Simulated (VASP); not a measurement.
All values below come from PBE GGA, VASP's PBE PAW potentials (set 64) (plane waves; VASP 6.6.1).

A VASP calculation is set up with these files.

**INCAR**
```
ISIF  =  2   # forces and stress, cell fixed
GGA  =  PE
LMAXMIX  =  4   # l cut-off of mixed one-centre charges
ENCUT  =  400
ISMEAR  =  0
LASPH  =  .True.   # aspherical one-centre terms
PREC  =  Accurate
SYSTEM  =  CdSe
LREAL  =  .False.   # projection in real space or not
NELM  =  100   # most electronic steps
EDIFF  =  1E-6   # SCF stop (eV)
SIGMA  =  0.05
ALGO  =  Normal   # blocked Davidson
LWAVE  =  .False.
LCHARG  =  .False.
```

File KPOINTS:
```
Automatic
0
G
  6 6 6
0 0 0
```

File POSCAR:
```
CdSe
4.2779960
  0.0000000000   0.7071067855   0.7071067855
  0.7071067855   0.0000000000   0.7071067855
  0.7071067855   0.7071067855   0.0000000000
Cd Se
1 1
Cartesian
  0.0000000000   0.0000000000   0.0000000000
  0.3535533928   0.3535533928   0.3535533928
```

POTCAR, in this order: Cd Se (PBE.64 set). Program: vasp_std.

Output of the run:

**OUTCAR**
```
 ion  position               nearest neighbor table
   1  0.000  0.000  0.000-   2 2.62   2 2.62   2 2.62   2 2.62
   2  0.250  0.250  0.250-   1 2.62   1 2.62   1 2.62   1 2.62
  LATTYP: Found a face centered cubic cell.
 ALAT       =     6.0500000000
 Subroutine PRICEL returns:
 Original cell was already a primitive cell.
 Subroutine GETGRP returns: Found 24 space group operations
The static configuration has the point symmetry T_d .
The dynamic configuration has the point symmetry T_d .
 Subroutine INISYM returns: Found 24 space group operations
 Subroutine IBZKPT returns following result:
 Found     16 irreducible k-points:

 Following reciprocal coordinates:
            Coordinates               Weight
  0.000000  0.000000  0.000000      1.000000
  0.166667  0.000000  0.000000      8.000000
  0.333333  0.000000  0.000000      8.000000
  0.500000  0.000000  0.000000      4.000000
  0.166667  0.166667  0.000000      6.000000
  0.333333  0.166667  0.000000     24.000000
  0.500000  0.166667  0.000000     24.000000
 -0.333333  0.166667  0.000000     24.000000
 -0.166667  0.166667  0.000000     12.000000
  0.333333  0.333333  0.000000      6.000000
  0.500000  0.333333  0.000000     24.000000
 -0.333333  0.333333  0.000000     12.000000
  0.500000  0.500000  0.000000      3.000000
  0.500000  0.333333  0.166667     24.000000
 -0.333333  0.333333  0.166667     24.000000
 -0.333333  0.500000  0.166667     12.000000
   k-points           NKPTS =     16   k-points in BZ     NKDIM =     16   number of bands    NBANDS=     13
   number of dos      NEDOS =    301   number of ions     NIONS =      2
   total plane-waves  NPLWV =  21952
   dimension x,y,z NGX =    28 NGY =   28 NGZ =   28
   dimension x,y,z NGXF=    56 NGYF=   56 NGZF=   56
   ions per type =               1   1
   PREC   = accura    normal or accurate (medium, high low for compatibility)
   ISTART =      0    job   : 0-new  1-cont  2-samecut
   ICHARG =      2    charge: 1-file 2-atom 10-const
   ISPIN  =      1    spin polarized calculation?
   LNONCOLLINEAR =      F non collinear calculations
   LSORBIT =      F    spin-orbit coupling
   INIWAV =      1    electr: 0-lowe 1-rand  2-diag
   ENCUT  =  400.0 eV  29.40 Ry    5.42 a.u.   6.98  6.98  6.98*2*pi/ulx,y,z
   NELM   =    100;   NELMIN=  2; NELMDL= -5     # of ELM steps
   EDIFF  = 0.1E-05   stopping-criterion for ELM
   LREAL  =      F    real-space projection
   NLSPLINE    = F    spline interpolate recip. space projectors
   LMAXMIX     =    4 max onsite mixed and CHGCAR
   VOSKOWN=      0    Vosko Wilk Nusair interpolation
   EDIFFG = 0.1E-04   stopping-criterion for IOM
   NSW    =      0    number of steps for IOM
   NBLOCK =      1;   KBLOCK =      1    inner block; outer block
   IBRION =     -1    ionic relax: 0-MD 1-quasi-New 2-CG
   NFREE  =      0    steps in history (QN), initial steepest desc. (CG)
   ISIF   =      2    stress and relaxation
   ISYM   =      2    0-nonsym 1-usesym 2-fastsym
   TEIN   =    0.0    initial temperature
   TEBEG  =    0.0;   TEEND  =   0.0 temperature during run
   SMASS  =  -3.00    Nose mass-parameter (am)
   PSTRESS=    0.0 pullay stress
   NELECT =      18.0000    total number of electrons
   EFERMI =   0.00;   METHOD = LEGACY
   ISMEAR =     0;   SIGMA  =   0.05  broadening in eV -4-tet -1-fermi 0-gaus
   IALGO  =     38    algorithm
   LDIAG  =      T    sub-space diagonalisation (order eigenvalues)
   IMIX   =      4    mixing-type and parameters
     AMIX     =   0.40;   BMIX     =  1.00
     AMIX_MAG =   1.60;   BMIX_MAG =  1.00
     AMIN     =   0.10
   GGA     = PE    functional components
   VOSKOWN =     0    Vosko Wilk Nusair interpolation
   LHFCALC =     F    Hartree Fock is set to
...
```

**OSZICAR**
```
       N       E                     dE             d eps       ncg     rms          rms(c)
DAV:   1     0.952051544363E+02    0.95205E+02   -0.79029E+03   424   0.101E+03
DAV:   2    -0.198807736555E+01   -0.97193E+02   -0.93788E+02   496   0.268E+02
DAV:   3    -0.579738206199E+01   -0.38093E+01   -0.38021E+01   486   0.562E+01
DAV:   4    -0.581535484817E+01   -0.17973E-01   -0.17971E-01   471   0.373E+00
DAV:   5    -0.581546303743E+01   -0.10819E-03   -0.10819E-03   491   0.267E-01    0.679E+00
DAV:   6    -0.546150238458E+01    0.35396E+00   -0.65640E-01   578   0.109E+01    0.523E+00
DAV:   7    -0.543868628963E+01    0.22816E-01   -0.17341E-01   456   0.318E+00    0.220E+00
DAV:   8    -0.543942908899E+01   -0.74280E-03   -0.16546E-02   431   0.193E+00    0.254E-01
DAV:   9    -0.543953310399E+01   -0.10402E-03   -0.21448E-03   471   0.718E-01    0.567E-02
DAV:  10    -0.543960153913E+01   -0.68435E-04   -0.24435E-04   431   0.234E-01    0.458E-02
DAV:  11    -0.543964482398E+01   -0.43285E-04   -0.73576E-05   416   0.667E-02    0.124E-02
DAV:  12    -0.543964461086E+01    0.21312E-06   -0.63895E-06   506   0.388E-02
   1 F= -.54396446E+01 E0= -.54396446E+01  d E =-.415921E-14
```

### OUTCAR
```
------------------------ aborting loop because EDIFF is reached ----------------------------------------
  FORCE on cell =-STRESS in cart. coord.  units (eV):
  Direction    XX          YY          ZZ          XY          YZ          ZX
  --------------------------------------------------------------------------------------
  Total        1.3030596      1.3030596      1.3030596      0.0000000      0.0000000     -0.0000000
  in kB       37.7110578     37.7110578     37.7110578      0.0000000      0.0000000     -0.0000000
  external PRESSURE =      37.7110578 kB  Pullay stress =       0.0000000 kB
  volume of cell :       55.36
      direct lattice vectors                 reciprocal lattice vectors
     0.000000000  3.025000000  3.025000000    -0.165289256  0.165289256  0.165289256
     3.025000000  0.000000000  3.025000000     0.165289256 -0.165289256  0.165289256
     3.025000000  3.025000000  0.000000000     0.165289256  0.165289256 -0.165289256
  FREE ENERGIE OF THE ION-ELECTRON SYSTEM (eV)
  ---------------------------------------------------
  free  energy   TOTEN  =        -5.4396446109 eV

  energy  without entropy=       -5.4396446109  energy(sigma->0) =       -5.43964461
```
(Selected blocks of OUTCAR.)

The compound is CdSe in the zinc blende structure, whereas wurtzite is the usual form. The cell was not relaxed at this level.
